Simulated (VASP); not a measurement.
# Iridium: structure and properties in VASP, part 4 of 5

What structure does Iridium take at this level, and what are its properties? The start is a cell from a database of measured crystal structures.

VASP 6.6.1; r2SCAN with rVV10; plane waves and PAW (Ir).

Still holding for the runs below: This run has no spin polarisation. Its electron count is odd, so without a moment it is a metal by construction.

So far. Step 5 (Band structure (r2SCAN + rVV10)): There is no gap at this level. Step 6 (Density of states (r2SCAN + rVV10)): The finer mesh and the other smearing move the Fermi level by -0.06 eV from the 12×12×12 run, one measure of the sampling error in the zero of the bands above. Of the states within 0.3 eV of the Fermi level, the largest shares in the PAW spheres are Ir d 92 %. The rest lies in smaller channels or between the spheres.

The database entry behind the starting cell differs from later determinations by our own check (0.1 to 0.3 % short, probably kX units), so it need not match the best structure at ambient conditions.

**7. Volume scan with r2SCAN + rVV10**

An equation of state needs energies on both sides of the minimum, all on one mesh and cutoff.

Input file INCAR:

```
SYSTEM = Ir
PREC = Accurate
ENCUT = 400
EDIFF = 1E-06
NELM = 100
ISMEAR = 1
SIGMA = 0.2
LREAL = .FALSE.
ALGO = Normal
METAGGA = R2SCAN
LUSE_VDW = .TRUE.
IVDW_NL = 2
BPARAM = 11.95
CPARAM = 0.0093
LASPH = .TRUE.
NBANDS = 10
LORBIT = 11
LWAVE = .FALSE.
LCHARG = .FALSE.
KPAR = 2
ISIF = 2
```

Input file POSCAR:

```
Ir
1.0
    0.0000000000      1.8833994249      1.8833994249
    1.8833994249      0.0000000000      1.8833994249
    1.8833994249      1.8833994249      0.0000000000
Ir
1
Direct
    0.0000000000      0.0000000000      0.0000000000
```

Input file KPOINTS:

```
Automatic mesh
0
Gamma
12 12 12
0 0 0
```

Potentials, in the order of the species: Ir (PBE family, release 64).

On the command line:

```bash
> mpirun -np 2 vasp_std
```

The log of the run:

```text
[... set-up lines as in an earlier step ...]
 entering main loop
       N       E                     dE             d eps       ncg     rms          rms(c)
Total rVV10 correction in eV:      0.1372054    12.2708602
Total rVV10 correction in eV:      0.1372054    12.2708602
DAV:   1    -0.425525213143E+01   -0.42553E+01   -0.39688E+03  1496   0.691E+02
DAV:   2    -0.536828097402E+02   -0.49428E+02   -0.46649E+02  1496   0.186E+02
DAV:   3    -0.543980424690E+02   -0.71523E+00   -0.71456E+00  1652   0.264E+01
DAV:   4    -0.544049863573E+02   -0.69439E-02   -0.69430E-02  1662   0.248E+00
DAV:   5    -0.544051175947E+02   -0.13124E-03   -0.13124E-03  1804   0.311E-01    0.186E+01
Total rVV10 correction in eV:      0.1231624    12.2708604
Total rVV10 correction in eV:      0.1231624    12.2708604
DAV:   6    -0.522298571800E+02    0.21753E+01   -0.13236E+00  1614   0.146E+01    0.708E+00
Total rVV10 correction in eV:      0.1169293    12.2708604
Total rVV10 correction in eV:      0.1169293    12.2708604
DAV:   7    -0.521951096893E+02    0.34747E-01   -0.69206E-02  1654   0.322E+00    0.252E+00
Total rVV10 correction in eV:      0.1131140    12.2708604
Total rVV10 correction in eV:      0.1131140    12.2708604
DAV:   8    -0.521906448513E+02    0.44648E-02   -0.13444E-02  1506   0.129E+00    0.121E+00
Total rVV10 correction in eV:      0.1144831    12.2708604
Total rVV10 correction in eV:      0.1144831    12.2708604
DAV:   9    -0.521885566193E+02    0.20882E-02   -0.43681E-03  1606   0.823E-01    0.133E-01
Total rVV10 correction in eV:      0.1145688    12.2708604
Total rVV10 correction in eV:      0.1145688    12.2708604
DAV:  10    -0.521885620953E+02   -0.54759E-05   -0.29578E-05  1580   0.532E-02    0.512E-02
Total rVV10 correction in eV:      0.1146008    12.2708604
Total rVV10 correction in eV:      0.1146008    12.2708604
DAV:  11    -0.521885628637E+02   -0.76843E-06   -0.67856E-06  1648   0.220E-02
Total rVV10 correction in eV:      0.1146292    12.2708604
Total rVV10 correction in eV:      0.1146292    12.2708604
Total rVV10 correction in eV:      0.1146208    12.2708604
Total rVV10 correction in eV:      0.1146208    12.2708604
   1 F= -.52188563E+02 E0= -.52188799E+02  d E =0.707201E-03
```

Elapsed: 11 s, on 2 MPI ranks of Intel Xeon 6975P-C (Granite Rapids), shared host; peak memory 0.31 GiB.

Parts of OUTCAR (step 7):

```text
   ENCUT  =  400.0 eV  29.40 Ry    5.42 a.u.   4.34  4.34  4.34*2*pi/ulx,y,z

   NELECT =       9.0000    total number of electrons

 E-fermi :  11.2687

 k-point     1 :       0.0000    0.0000    0.0000
  band No.  band energies     occupation
    ...
      2       6.8281      2.00000
      3       6.8281      2.00000
      4       6.8281      2.00000
      5       9.8129      2.00000
      6       9.8129      2.00000
      7      26.1496      0.00000
      8      32.3677      0.00000
      9      32.3677      0.00000
     10      32.3677      0.00000

  Total        2.3414931      2.3414931      2.3414931      0.0000000      0.0000000      0.0000000
  in kB      280.7670635    280.7670635    280.7670635      0.0000000      0.0000000      0.0000000
  external PRESSURE =     280.7670635 kB  Pullay stress =       0.0000000 kB

 POSITION                                       TOTAL-FORCE (eV/Angst)
 -----------------------------------------------------------------------------------
      0.00000      0.00000      0.00000         0.000000      0.000000      0.000000
 -----------------------------------------------------------------------------------
    total drift:                                0.000000     -0.000000      0.000000

  FREE ENERGIE OF THE ION-ELECTRON SYSTEM (eV)
  ---------------------------------------------------
  free  energy   TOTEN  =       -52.1885628637 eV

  energy  without entropy=      -52.1892700645  energy(sigma->0) =      -52.18879860

[... 5 parts as in an earlier step ...]

[... 11 further parts left out ...]
```

The scan keeps the cell's shape and the fractional positions fixed.

Numbers from this step:

| Item | Value |
| --- | --- |
| SCF cycles | 11 |
| bands | 10 |
| irreducible k-points | 72 |
| free energy (TOTEN) | -52.1886 eV |
| energy at zero smearing | -52.1888 eV |
| Fermi energy | 11.27 eV |
| pressure | 28.08 GPa |

The pressure here is 28.08 GPa.

**8. Volume scan with r2SCAN + rVV10 (run 2)**

INCAR is that of step 7.

Input file POSCAR:

```
Ir
1.0
    0.0000000000      1.8966632381      1.8966632381
    1.8966632381      0.0000000000      1.8966632381
    1.8966632381      1.8966632381      0.0000000000
Ir
1
Direct
    0.0000000000      0.0000000000      0.0000000000
```

KPOINTS is that of step 7.

On the command line:

```bash
> mpirun -np 2 vasp_std
```

The log of the run:

```text
[... set-up lines as in an earlier step ...]
 entering main loop
       N       E                     dE             d eps       ncg     rms          rms(c)
Total rVV10 correction in eV:      0.1409107    12.2708602
Total rVV10 correction in eV:      0.1409107    12.2708602
DAV:   1    -0.419462099254E+01   -0.41946E+01   -0.38920E+03  1496   0.683E+02
DAV:   2    -0.537207513543E+02   -0.49526E+02   -0.46518E+02  1500   0.184E+02
DAV:   3    -0.544860835497E+02   -0.76533E+00   -0.76395E+00  1652   0.275E+01
DAV:   4    -0.544939546410E+02   -0.78711E-02   -0.78698E-02  1716   0.268E+00
DAV:   5    -0.544940971513E+02   -0.14251E-03   -0.14251E-03  1698   0.327E-01    0.176E+01
Total rVV10 correction in eV:      0.1264245    12.2708604
Total rVV10 correction in eV:      0.1264245    12.2708604
DAV:   6    -0.522642677877E+02    0.22298E+01   -0.14319E+00  1622   0.150E+01    0.656E+00
Total rVV10 correction in eV:      0.1203094    12.2708604
Total rVV10 correction in eV:      0.1203094    12.2708604
DAV:   7    -0.522349030699E+02    0.29365E-01   -0.67031E-02  1640   0.315E+00    0.247E+00
Total rVV10 correction in eV:      0.1162983    12.2708604
Total rVV10 correction in eV:      0.1162983    12.2708604
DAV:   8    -0.522310907813E+02    0.38123E-02   -0.15600E-02  1524   0.141E+00    0.120E+00
Total rVV10 correction in eV:      0.1177582    12.2708604
Total rVV10 correction in eV:      0.1177582    12.2708604
DAV:   9    -0.522287348839E+02    0.23559E-02   -0.50739E-03  1612   0.884E-01    0.133E-01
Total rVV10 correction in eV:      0.1178399    12.2708604
Total rVV10 correction in eV:      0.1178399    12.2708604
DAV:  10    -0.522287414506E+02   -0.65667E-05   -0.31922E-05  1568   0.553E-02    0.580E-02
Total rVV10 correction in eV:      0.1178826    12.2708604
Total rVV10 correction in eV:      0.1178826    12.2708604
DAV:  11    -0.522287407279E+02    0.72271E-06   -0.85185E-06  1648   0.249E-02
Total rVV10 correction in eV:      0.1179137    12.2708604
Total rVV10 correction in eV:      0.1179137    12.2708604
Total rVV10 correction in eV:      0.1179049    12.2708604
Total rVV10 correction in eV:      0.1179049    12.2708604
   1 F= -.52228741E+02 E0= -.52228973E+02  d E =0.696024E-03
```

Wall time 11 s (2 MPI ranks); peak memory 0.3 GiB; 20 s of CPU time.

From OUTCAR (step 8):

```text
   ENCUT  =  400.0 eV  29.40 Ry    5.42 a.u.   4.37  4.37  4.37*2*pi/ulx,y,z

   NELECT =       9.0000    total number of electrons

 E-fermi :  10.8764

 k-point     1 :       0.0000    0.0000    0.0000
  band No.  band energies     occupation
    ...
      2       6.5819      2.00000
      3       6.5819      2.00000
      4       6.5819      2.00000
      5       9.4660      2.00000
      6       9.4660      2.00000
      7      25.8196      0.00000
      8      31.9038      0.00000
      9      31.9038      0.00000
     10      31.9038      0.00000

  Total        1.4954965      1.4954965      1.4954965     -0.0000000      0.0000000     -0.0000000
  in kB      175.5881923    175.5881923    175.5881923     -0.0000000      0.0000000     -0.0000000
  external PRESSURE =     175.5881923 kB  Pullay stress =       0.0000000 kB

  FREE ENERGIE OF THE ION-ELECTRON SYSTEM (eV)
  ---------------------------------------------------
  free  energy   TOTEN  =       -52.2287407279 eV

  energy  without entropy=      -52.2294367520  energy(sigma->0) =      -52.22897274

[... 6 parts as in an earlier step ...]

[... 11 further parts left out ...]
```

This step gave:

* free energy (TOTEN): -52.2287 eV
* energy at zero smearing: -52.2290 eV
* Fermi energy: 10.88 eV
* pressure: 17.56 GPa

The pressure falls from 28.08 to 17.56 GPa.

The run ends at a pressure of 17.56 GPa.

**9. Volume scan with r2SCAN + rVV10 (run 3)**

INCAR is that of step 8.

Input file POSCAR:

```
Ir
1.0
    0.0000000000      1.9097440876      1.9097440876
    1.9097440876      0.0000000000      1.9097440876
    1.9097440876      1.9097440876      0.0000000000
Ir
1
Direct
    0.0000000000      0.0000000000      0.0000000000
```

KPOINTS is that of step 8.

On the command line:

```bash
> mpirun -np 2 vasp_std
```

The log of the run:

```text
[... set-up lines as in an earlier step ...]
 entering main loop
       N       E                     dE             d eps       ncg     rms          rms(c)
Total rVV10 correction in eV:      0.1445651    12.2708602
Total rVV10 correction in eV:      0.1445651    12.2708602
DAV:   1    -0.541746599461E+01   -0.54175E+01   -0.37583E+03  1488   0.671E+02
DAV:   2    -0.538256588257E+02   -0.48408E+02   -0.45612E+02  1496   0.182E+02
DAV:   3    -0.545578190391E+02   -0.73216E+00   -0.73074E+00  1692   0.267E+01
DAV:   4    -0.545649768313E+02   -0.71578E-02   -0.71569E-02  1668   0.255E+00
DAV:   5    -0.545651234913E+02   -0.14666E-03   -0.14666E-03  1680   0.333E-01    0.166E+01
Total rVV10 correction in eV:      0.1296496    12.2708602
Total rVV10 correction in eV:      0.1296496    12.2708602
DAV:   6    -0.522813078579E+02    0.22838E+01   -0.15419E+00  1622   0.155E+01    0.610E+00
Total rVV10 correction in eV:      0.1236639    12.2708602
Total rVV10 correction in eV:      0.1236639    12.2708602
DAV:   7    -0.522570812252E+02    0.24227E-01   -0.65101E-02  1632   0.307E+00    0.242E+00
[...]
Total rVV10 correction in eV:      0.1210108    12.2708602
Total rVV10 correction in eV:      0.1210108    12.2708602
DAV:   9    -0.522513324793E+02    0.25533E-02   -0.56955E-03  1618   0.931E-01    0.132E-01
Total rVV10 correction in eV:      0.1210895    12.2708602
Total rVV10 correction in eV:      0.1210895    12.2708602
DAV:  10    -0.522513402777E+02   -0.77984E-05   -0.34121E-05  1560   0.574E-02    0.632E-02
Total rVV10 correction in eV:      0.1211420    12.2708602
Total rVV10 correction in eV:      0.1211420    12.2708602
DAV:  11    -0.522513380236E+02    0.22541E-05   -0.10548E-05  1628   0.279E-02    0.136E-02
Total rVV10 correction in eV:      0.1211669    12.2708602
Total rVV10 correction in eV:      0.1211669    12.2708602
DAV:  12    -0.522513359862E+02    0.20374E-05   -0.13143E-06   836   0.139E-02    0.199E-03
Total rVV10 correction in eV:      0.1211650    12.2708602
Total rVV10 correction in eV:      0.1211650    12.2708602
DAV:  13    -0.522513360382E+02   -0.51967E-07   -0.13278E-07   756   0.526E-03
Total rVV10 correction in eV:      0.1211667    12.2708602
Total rVV10 correction in eV:      0.1211667    12.2708602
Total rVV10 correction in eV:      0.1211651    12.2708602
Total rVV10 correction in eV:      0.1211651    12.2708602
   1 F= -.52251336E+02 E0= -.52251578E+02  d E =0.727340E-03
```

The job ended after 12 s (2 MPI ranks; peak memory 0.3 GiB; 23 s of CPU time).

From OUTCAR (step 9):

```text
  Total        0.7129362      0.7129362      0.7129362      0.0000000      0.0000000     -0.0000000
  in kB       81.9984650     81.9984650     81.9984650      0.0000000      0.0000000     -0.0000000
  external PRESSURE =      81.9984650 kB  Pullay stress =       0.0000000 kB

 POSITION                                       TOTAL-FORCE (eV/Angst)
 -----------------------------------------------------------------------------------
      0.00000      0.00000      0.00000         0.000000      0.000000      0.000000
 -----------------------------------------------------------------------------------
    total drift:                               -0.000000      0.000000      0.000000

  FREE ENERGIE OF THE ION-ELECTRON SYSTEM (eV)
  ---------------------------------------------------
  free  energy   TOTEN  =       -52.2513360382 eV

  energy  without entropy=      -52.2520633780  energy(sigma->0) =      -52.25157848

[... 1 part as in an earlier step ...]

[... 2 further parts left out ...]
[key lines of the parts left out:]
E-fermi :  10.5007
```

The pressure falls from 17.56 to 8.20 GPa.

The run ends at a pressure of 8.20 GPa.

**10. Volume scan with r2SCAN + rVV10 (run 4)**

INCAR is that of step 9.

Input file POSCAR:

```
Ir
1.0
    0.0000000000      1.9226481553      1.9226481553
    1.9226481553      0.0000000000      1.9226481553
    1.9226481553      1.9226481553      0.0000000000
Ir
1
Direct
    0.0000000000      0.0000000000      0.0000000000
```

KPOINTS is that of step 9.

On the command line:

```bash
> mpirun -np 2 vasp_std
```

The log of the run:

```text
[... set-up lines as in an earlier step ...]
 entering main loop
       N       E                     dE             d eps       ncg     rms          rms(c)
Total rVV10 correction in eV:      0.1481683    12.2708602
Total rVV10 correction in eV:      0.1481683    12.2708602
[... 5 cycles as in an earlier step ...]
Total rVV10 correction in eV:      0.1328373    12.2708600
Total rVV10 correction in eV:      0.1328373    12.2708600
[... 1 cycle as in an earlier step ...]
Total rVV10 correction in eV:      0.1269982    12.2708600
Total rVV10 correction in eV:      0.1269982    12.2708600
[... 1 cycle as in an earlier step ...]
Total rVV10 correction in eV:      0.1226439    12.2708600
Total rVV10 correction in eV:      0.1226439    12.2708600
[... 1 cycle as in an earlier step ...]
Total rVV10 correction in eV:      0.1242396    12.2708600
Total rVV10 correction in eV:      0.1242396    12.2708600
[... 1 cycle as in an earlier step ...]
Total rVV10 correction in eV:      0.1243141    12.2708600
Total rVV10 correction in eV:      0.1243141    12.2708600
[... 1 cycle as in an earlier step ...]
Total rVV10 correction in eV:      0.1243772    12.2708600
Total rVV10 correction in eV:      0.1243772    12.2708600
[... 1 cycle as in an earlier step ...]
Total rVV10 correction in eV:      0.1244054    12.2708600
Total rVV10 correction in eV:      0.1244054    12.2708600
[... 1 cycle as in an earlier step ...]
Total rVV10 correction in eV:      0.1244027    12.2708600
Total rVV10 correction in eV:      0.1244027    12.2708600
[... 1 cycle as in an earlier step ...]
Total rVV10 correction in eV:      0.1244044    12.2708600
Total rVV10 correction in eV:      0.1244044    12.2708600
Total rVV10 correction in eV:      0.1244027    12.2708600
Total rVV10 correction in eV:      0.1244027    12.2708600
   1 F= -.52258361E+02 E0= -.52258631E+02  d E =0.807966E-03
```

Wall time 12 s (2 MPI ranks); peak memory 0.3 GiB; 24 s of CPU time.

From OUTCAR (step 10):

```text
[... 6 parts as in an earlier step ...]

[... 1 further part left out ...]
[key lines of the parts left out:]
E-fermi :  10.1392
```

The pressure falls from 8.20 to -0.05 GPa.

The run ends at a pressure of -0.05 GPa.

**11. Volume scan with r2SCAN + rVV10 (run 5)**

INCAR is that of step 10.

Input file POSCAR:

```
Ir
1.0
    0.0000000000      1.9353812956      1.9353812956
    1.9353812956      0.0000000000      1.9353812956
    1.9353812956      1.9353812956      0.0000000000
Ir
1
Direct
    0.0000000000      0.0000000000      0.0000000000
```

KPOINTS is that of step 10.

On the command line:

```bash
> mpirun -np 2 vasp_std
```

The log of the run:

```text
[... set-up lines as in an earlier step ...]
 entering main loop
       N       E                     dE             d eps       ncg     rms          rms(c)
Total rVV10 correction in eV:      0.1517202    12.2708602
Total rVV10 correction in eV:      0.1517202    12.2708602
DAV:   1    -0.487779624435E+01   -0.48778E+01   -0.38692E+03  1480   0.678E+02
DAV:   2    -0.539214604707E+02   -0.49044E+02   -0.46042E+02  1498   0.182E+02
DAV:   3    -0.546525151854E+02   -0.73105E+00   -0.72909E+00  1666   0.265E+01
DAV:   4    -0.546600981700E+02   -0.75830E-02   -0.75820E-02  1644   0.259E+00
DAV:   5    -0.546602526532E+02   -0.15448E-03   -0.15448E-03  1700   0.342E-01    0.149E+01
Total rVV10 correction in eV:      0.1359876    12.2708600
Total rVV10 correction in eV:      0.1359876    12.2708600
DAV:   6    -0.522712316897E+02    0.23890E+01   -0.17746E+00  1628   0.164E+01    0.531E+00
Total rVV10 correction in eV:      0.1303008    12.2708600
Total rVV10 correction in eV:      0.1303008    12.2708600
DAV:   7    -0.522564665623E+02    0.14765E-01   -0.59418E-02  1626   0.286E+00    0.234E+00
[...]
Total rVV10 correction in eV:      0.1274432    12.2708600
Total rVV10 correction in eV:      0.1274432    12.2708600
DAV:   9    -0.522516051974E+02    0.28213E-02   -0.67680E-03  1612   0.100E+00    0.129E-01
Total rVV10 correction in eV:      0.1275135    12.2708600
Total rVV10 correction in eV:      0.1275135    12.2708600
DAV:  10    -0.522516165942E+02   -0.11397E-04   -0.39153E-05  1536   0.621E-02    0.726E-02
Total rVV10 correction in eV:      0.1275871    12.2708600
Total rVV10 correction in eV:      0.1275871    12.2708600
DAV:  11    -0.522516102653E+02    0.63289E-05   -0.15464E-05  1614   0.337E-02    0.138E-02
Total rVV10 correction in eV:      0.1276186    12.2708600
Total rVV10 correction in eV:      0.1276186    12.2708600
DAV:  12    -0.522516079938E+02    0.22715E-05   -0.21970E-06  1036   0.178E-02    0.310E-03
Total rVV10 correction in eV:      0.1276148    12.2708600
Total rVV10 correction in eV:      0.1276148    12.2708600
DAV:  13    -0.522516081886E+02   -0.19480E-06   -0.17612E-07   762   0.608E-03
Total rVV10 correction in eV:      0.1276165    12.2708600
Total rVV10 correction in eV:      0.1276165    12.2708600
Total rVV10 correction in eV:      0.1276148    12.2708600
Total rVV10 correction in eV:      0.1276148    12.2708600
   1 F= -.52251608E+02 E0= -.52251922E+02  d E =0.940086E-03
```

Elapsed: 12 s, on 2 MPI ranks; peak memory 0.3 GiB.

From OUTCAR (step 11):

```text
  Total       -0.6648652     -0.6648652     -0.6648652      0.0000000      0.0000000     -0.0000000
  in kB      -73.4707623    -73.4707623    -73.4707623      0.0000000      0.0000000     -0.0000000
  external PRESSURE =     -73.4707623 kB  Pullay stress =       0.0000000 kB

 POSITION                                       TOTAL-FORCE (eV/Angst)
 -----------------------------------------------------------------------------------
      0.00000      0.00000      0.00000         0.000000      0.000000      0.000000
 -----------------------------------------------------------------------------------
    total drift:                                0.000000      0.000000      0.000000

  FREE ENERGIE OF THE ION-ELECTRON SYSTEM (eV)
  ---------------------------------------------------
  free  energy   TOTEN  =       -52.2516081886 eV

  energy  without entropy=      -52.2525482751  energy(sigma->0) =      -52.25192155

[... 1 part as in an earlier step ...]

[... 2 further parts left out ...]
[key lines of the parts left out:]
E-fermi :   9.7918
```

The pressure falls from -0.05 to -7.35 GPa.

The run ends at a pressure of -7.35 GPa.

[end of part 4 of 5]

[Lines on the potential files, build, host, timing and source positions are cut from VASP's logs without a mark.]

[Logs are printed without paths, hosts, clocks, repeated set-up lines and the standing remarks that a program may print on its own settings, such as how far it seeks lower states.]

[Hosts, paths, dates, database ids (printed as entryN), source tags and the programs' standing remarks are cut or masked in the printed files.]

[A measured line is paired with the nearest computed mode of its activity, which favours agreement.]
